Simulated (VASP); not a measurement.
Given:

```
LiRb3
1.0
   -3.23718     3.23718     6.33273
    3.23718    -3.23718     6.33273
    3.23718     3.23718    -6.33273
Rb Li
3 1
Direct
  0.75000   0.25000   0.50000
  0.25000   0.75000   0.50000
  0.50000   0.50000   0.00000
  0.00000   0.00000   0.00000
```

The numbers are results of PBEsol GGA, VASP's PBE PAW potentials (set 64) (plane waves; VASP), not measurements. Settings: 520 eV cut-off, 8×8×8 Γ-centred mesh, tetrahedra with Blöchl corrections, potentials Rb_sv Li_sv.

Problem. The job: Rb3Li (space group I4/mmm), 4 atoms, PBEsol, static run, 520 eV, 8×8×8 Γ-centred mesh. Roughly how much core time does it take on a busy server core?

Solution. About 6 core-minutes (one run on a shared machine, a rough figure). It had 59 irreducible k-points, 19 bands, up to 7170 plane waves and 16 electronic steps.

The structure comes from a computed database's Rb3Li entry (I4/mmm); how it stands against other phases isn't given here. It was relaxed first.
